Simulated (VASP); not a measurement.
An input for Ansatz (written as the equivalent of a VASP run, and not itself run):

Ansatz 0.2 input:
```yaml
crystal:
  lattice:
    - [1.4992848, -2.5968377, 0.0000000]
    - [1.4992848, 2.5968377, 0.0000000]
    - [0.0000000, 0.0000000, 5.5359567]
  atoms:
    - { symbol: Cd, position: [0.3333330, 0.6666670, 0.2500000] }
    - { symbol: Cd, position: [0.6666670, 0.3333330, 0.7500000] }
kpoints:
  mp_grid: { grid: [16, 16, 8] }
hamiltonian:
  xc: pbe
  dispersion: d4
  pseudopotentials: { kind: paw }
scf:
  occupations: { method: tetrahedron }
  max_iter: 100
output: { forces: true, stress: true, eigenvalues: true }
```

Question: Translate this input to VASP (INCAR, KPOINTS, POSCAR, choice of POTCAR).

Answer: One answer among several that fit: 
**KPOINTS**
```
Automatic
0
gamma
16 16 8
0 0 0
```

INCAR:
```
LMAXMIX  =  4
LCHARG  =  .True.
SYSTEM  =  Cd
EDIFF  =  1E-7
ALGO  =  Normal
ISMEAR  =  -5   ! tetrahedra, Bloechl
ENCUT  =  520   ! plane-wave cut-off (eV)
LORBIT  =  11   ! lm-projected
LREAL  =  .False.   ! projection in real space or not
IVDW  =  13   ! D4
LWAVE  =  .False.
GGA  =  PE
ISIF  =  2   ! forces and stress, cell fixed
LASPH  =  .True.   ! aspherical one-centre terms
NEDOS  =  601   ! DOS grid
PREC  =  Accurate
NELM  =  100   ! most electronic steps
```

POSCAR:
```
Cd
1
    1.4992847902    -2.5968377340     0.0000000000
    1.4992847902     2.5968377340     0.0000000000
   -0.0000000000     0.0000000000     5.5359567322
Cd
2
Direct
  0.3333330000   0.6666670000   0.2500000000
  0.6666670000   0.3333330000   0.7500000000
```

POTCAR, in this order: Cd (PBE.64 set). Program: vasp_std.

What does not carry over: each code has its own PAW files, so the cut-off isn't converted (ENCUT is set for VASP's; basis.ecutwfc is left out, and Ansatz then takes the one that its files recommend); Ansatz stops its SCF on the density residual and VASP on the energy change (EDIFF).

The compound is Cd in the hcp structure. It was relaxed first.
